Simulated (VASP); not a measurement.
These are LDA (Ceperley-Alder, Perdew-Zunger), VASP's LDA PAW potentials (set 64) (plane waves; VASP) values and carry that method's errors.

Input for VASP

**POSCAR**
```
PtF2
2.7547410
  1.0000000000   0.0000000000   0.0000000000
 -0.5000001815   0.8660255175   0.0000000000
  0.0000000000   0.0000000000   1.6132075574
Pt F
1 2
Cartesian
  0.0000000000   0.0000000000   0.0000000000
 -0.0000006210   0.5773506337   0.4065283045
  0.5000004395   0.2886748838   1.2066792530
```

INCAR:
```
SYSTEM = PtF2
PREC = Accurate
ENCUT = 400
EDIFF = 1E-6
NELM = 100
ALGO = Normal
LREAL = .FALSE.
LASPH = .TRUE.
ISMEAR = 0
SIGMA = 0.1
LMAXMIX = 6
LWAVE = .FALSE.
LCHARG = .FALSE.
ISIF = 2
```

**KPOINTS**
```
Automatic mesh
0
Gamma
  9 9 5
```

POTCAR, in this order: Pt F (LDA.64 set). Program: vasp_std.

The run wrote:

OUTCAR:
```
 ion  position               nearest neighbor table
   1  0.000  0.000  0.000-   2 1.95   3 1.95   3 1.95   2 1.95   3 1.95   2 1.95
   2  0.333  0.667  0.252-   1 1.95   1 1.95   1 1.95
   3  0.667  0.333  0.748-   1 1.95   1 1.95   1 1.95
  LATTYP: Found a hexagonal cell.
 ALAT       =     2.7547410000
 C/A-ratio  =     1.6132075574
 Subroutine PRICEL returns:
 Original cell was already a primitive cell.
 Subroutine GETGRP returns: Found 12 space group operations
The static configuration has the point symmetry D_3d.
The dynamic configuration has the point symmetry D_3d.
 Subroutine INISYM returns: Found 12 space group operations
 Subroutine IBZKPT returns following result:
 Found     50 irreducible k-points:

 Following reciprocal coordinates:
            Coordinates               Weight
  0.000000  0.000000  0.000000      1.000000
  0.111111  0.000000  0.000000      6.000000
  0.222222  0.000000  0.000000      6.000000
  0.333333  0.000000  0.000000      6.000000
  0.444444  0.000000  0.000000      6.000000
  0.111111  0.111111  0.000000      6.000000
  0.222222  0.111111  0.000000     12.000000
  0.333333  0.111111  0.000000     12.000000
  0.444444  0.111111  0.000000      6.000000
  0.222222  0.222222  0.000000      6.000000
  0.333333  0.222222  0.000000     12.000000
  0.333333  0.333333  0.000000      2.000000
  0.000000  0.000000  0.200000      2.000000
  0.111111  0.000000  0.200000      6.000000
  0.000000  0.111111  0.200000      6.000000
  0.222222  0.000000  0.200000      6.000000
  0.000000  0.222222  0.200000      6.000000
  0.333333  0.000000  0.200000      6.000000
  0.000000  0.333333  0.200000      6.000000
  0.444444  0.000000  0.200000      6.000000
  0.000000  0.444444  0.200000      6.000000
  0.111111  0.111111  0.200000     12.000000
...
```

OSZICAR:
```
       N       E                     dE             d eps       ncg     rms          rms(c)
DAV:   1     0.126529148240E+03    0.12653E+03   -0.12771E+04  1712   0.120E+03
DAV:   2    -0.680182584638E+01   -0.13333E+03   -0.13155E+03  1928   0.303E+02
DAV:   3    -0.102249114563E+02   -0.34231E+01   -0.34104E+01  1912   0.522E+01
DAV:   4    -0.102394669566E+02   -0.14556E-01   -0.14555E-01  1944   0.353E+00
DAV:   5    -0.102395679082E+02   -0.10095E-03   -0.10095E-03  1880   0.278E-01    0.534E+01
DAV:   6    -0.923223798556E+01    0.10073E+01   -0.37457E+00  1904   0.246E+01    0.347E+01
DAV:   7    -0.918604303142E+01    0.46195E-01   -0.83064E-01  1688   0.113E+01    0.556E+00
DAV:   8    -0.913495882426E+01    0.51084E-01   -0.14067E-01  1760   0.495E+00    0.501E-01
DAV:   9    -0.913475816268E+01    0.20066E-03   -0.11098E-02  1792   0.968E-01    0.274E-01
DAV:  10    -0.913457466801E+01    0.18349E-03   -0.11376E-03  1744   0.433E-01    0.140E-01
DAV:  11    -0.913454517465E+01    0.29493E-04   -0.17519E-04  1816   0.164E-01    0.446E-02
DAV:  12    -0.913454506068E+01    0.11397E-06   -0.81116E-06  1808   0.329E-02
   1 F= -.91345451E+01 E0= -.91245001E+01  d E =-.200900E-01
```

### OUTCAR
```
------------------------ aborting loop because EDIFF is reached ----------------------------------------
  FORCE on cell =-STRESS in cart. coord.  units (eV):
  Direction    XX          YY          ZZ          XY          YZ          ZX
  --------------------------------------------------------------------------------------
  Total       21.6291360     21.6291416     16.5004375     -0.0000045      0.0000000      0.0000000
  in kB     1186.5512404   1186.5515519    905.1963344     -0.0002487      0.0000000      0.0000000
  external PRESSURE =    1092.7663756 kB  Pullay stress =       0.0000000 kB
  volume of cell :       29.21
      direct lattice vectors                 reciprocal lattice vectors
     2.754741000  0.000000000  0.000000000     0.363010533  0.209584278  0.000000000
    -1.377371000  2.385676000  0.000000000     0.000000000  0.419168403  0.000000000
     0.000000000  0.000000000  4.443969000     0.000000000  0.000000000  0.225024072
 POSITION                                       TOTAL-FORCE (eV/Angst)
 -----------------------------------------------------------------------------------
      0.00000      0.00000      0.00000         0.000000      0.000000      0.000000
     -0.00000      1.59045      1.11988        -0.000000     -0.000000      8.206775
      1.37737      0.79522      3.32409         0.000000      0.000000     -8.206775
 -----------------------------------------------------------------------------------
    total drift:                                0.000000     -0.000000      0.000000
  FREE ENERGIE OF THE ION-ELECTRON SYSTEM (eV)
  ---------------------------------------------------
  free  energy   TOTEN  =        -9.1345450607 eV

  energy  without entropy=       -9.1144550567  energy(sigma->0) =       -9.12450006
```
(Selected blocks of OUTCAR.)

At this cut-off the stress carries a Pulay error, which pulls relaxed volumes low.

The structure was generated: PtF2 was put into an ordered model structure, which need not be its known phase. The cell was not relaxed at this level. The run is one of a series of settings (GGA removed, POTCAR Pt F (LDA.64 set) against the base run), some of them coarse on purpose.
